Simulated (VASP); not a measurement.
Given:

```xyz
5
Lattice="5.8731 0.0000 0.0000 0.0000 5.8731 0.0000 0.0000 0.0000 5.8731" Properties=species:S:1:pos:R:3 pbc="T T T"
Cs     0.0000     0.0000     0.0000
Pb     2.9366     2.9366     2.9366
Br     2.9366     0.0000     2.9366
Br     0.0000     2.9366     2.9366
Br     2.9366     2.9366     0.0000
```

Method: PBEsol GGA, VASP's PBE PAW potentials (set 64) (plane waves; VASP). Numerical set-up: 400 eV cut-off, 4×4×4 Γ-centred mesh, tetrahedra with Blöchl corrections, potentials Cs_sv Pb_d Br.

The cores are frozen, which limits the accuracy of field gradients.

Q: Give the principal components of the electric field gradient (V/Å²) and the asymmetry η at each nucleus.

A: 
```json
[
 {"atom": "Cs1", "Vxx": "0.0", "Vyy": "0.0", "Vzz": "0.0", "η": "-"},
 {"atom": "Pb2", "Vxx": "0.0", "Vyy": "0.0", "Vzz": "0.0", "η": "-"},
 {"atom": "Br3", "Vxx": "-94.9", "Vyy": "-94.9", "Vzz": "189.7", "η": "0.00"},
 {"atom": "Br4", "Vxx": "-94.9", "Vyy": "-94.9", "Vzz": "189.7", "η": "0.00"},
 {"atom": "Br5", "Vxx": "-94.9", "Vyy": "-94.9", "Vzz": "189.7", "η": "0.00"}
]
```

The compound is CsPbBr3 in the cubic perovskite structure, the ideal cubic form; the compound distorts at low or room temperature. It was relaxed first.
